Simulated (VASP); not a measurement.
Here is the system:

```
CELL_PARAMETERS angstrom
      0.00000     1.78672     1.78672
      1.78672     0.00000     1.78672
      1.78672     1.78672     0.00000
ATOMIC_POSITIONS crystal
  C  0.00000 0.00000 0.00000
  C  0.25000 0.25000 0.25000
```

All values below come from PBE GGA, VASP's PBE PAW potentials (set 64) (plane waves; VASP). Numerical set-up: 520 eV cut-off, 14×14×14 Γ-centred mesh, tetrahedra with Blöchl corrections, potentials C.

Problem. What does the run give for the energy per atom (σ→0)?

Solution. 
| Quantity | Value |
|---|---|
| energy per atom (σ→0) | -9.093 eV/atom |

The absolute energy has meaning only against runs of the same code, potentials and settings.

The compound is C in the diamond structure. It was relaxed first.
